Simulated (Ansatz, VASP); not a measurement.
## Be6N: VASP beside Ansatz

The input INCAR:

```
ALGO = Normal
EDIFF = 1E-7
EDIFFG = -0.01
ENCUT = 600
GGA = PE
IBRION = 2
ISIF = 3
ISMEAR = 0
LASPH = True
LCHARG = False
LREAL = False
LWAVE = False
NELM = 100
NSW = 100
PREC = Accurate
SIGMA = 0.1
```

KPOINTS

```
k-points
0
Gamma
  6 6 18
```

POSCAR

```
Be6N
1.0
    6.4414704181      0.0000000000      0.0000000000
   -3.2207352091      5.5784770198      0.0000000000
    0.0000000000      0.0000000000      1.9925751927
Be N
6 1
Direct
    0.0000000000      0.3362136356      0.5000000000
    0.6637863644      0.6637863644      0.5000000000
    0.3362136356      0.0000000000      0.5000000000
    0.0000000000      0.6637863644      0.5000000000
    0.3362136356      0.3362136356      0.5000000000
    0.6637863644      0.0000000000      0.5000000000
    0.0000000000      0.0000000000      0.0000000000
```

Input for Ansatz:

```yaml
crystal:
  lattice:
    - [6.4414704181, 0.0, 0.0]
    - [-3.2207352091, 5.5784770198, 0.0]
    - [0.0, 0.0, 1.9925751927]
  atoms:
    - { symbol: Be, position: [0.0, 0.3362136356, 0.5] }
    - { symbol: Be, position: [0.6637863644, 0.6637863644, 0.5] }
    - { symbol: Be, position: [0.3362136356, 0.0, 0.5] }
    - { symbol: Be, position: [0.0, 0.6637863644, 0.5] }
    - { symbol: Be, position: [0.3362136356, 0.3362136356, 0.5] }
    - { symbol: Be, position: [0.6637863644, 0.0, 0.5] }
    - { symbol: "N", position: [0.0, 0.0, 0.0] }
basis:
  ecutwfc: 420
kpoints:
  mp_grid: { grid: [6, 6, 18] }
hamiltonian:
  xc: pbe
scf:
  occupations: { method: gaussian, width: 0.1 }
output:
  forces: true
  stress: true
  eigenvalues: true
  write_density: true
  write_potential: true
  elf: true
  volumetric_format: npy
relax:
  adjacent_minimum: "off"
  f_tol: 0.01
  max_steps: 80
  cell: { stress_tol: 0.05 }
```

Change from the starting cell: species swapped into the LiC6 type (P6/mmm, No. 191).

Alike in both runs: task relaxation of cell and atoms; functional PBE; k mesh 6 × 6 × 18; occupations gaussian, width 0.1 eV; no spin polarisation.

```csv
,VASP,Ansatz
version,VASP 6.6.1,Ansatz 0.2.0
potentials or method,"VASP PAW PBE potentials, release 64 (Be, N)","scalar-relativistic, plane waves, PAW"
plane-wave cutoff (eV),600,420
valence electrons in the cell,17,17
```

|  | VASP | Ansatz | Ansatz less VASP |
| --- | --- | --- | --- |
| gap on the k mesh at the Fermi level, each at its own relaxed structure (eV) | none | none | - |
| relaxed volume (Å³/atom) | 10.24 | 10.24 | +0.004 |
| relaxed cell length with the largest relative difference (Å) | 6.384 | 6.385 | +0.0008 |
| energy change over the relaxation (meV/atom) | -7 | -7 | +0.1 |

A gap of «none» marks a metal or a gap that the smearing closes.

Caveats: the bands computed are all filled at some k points, so no gap is given.
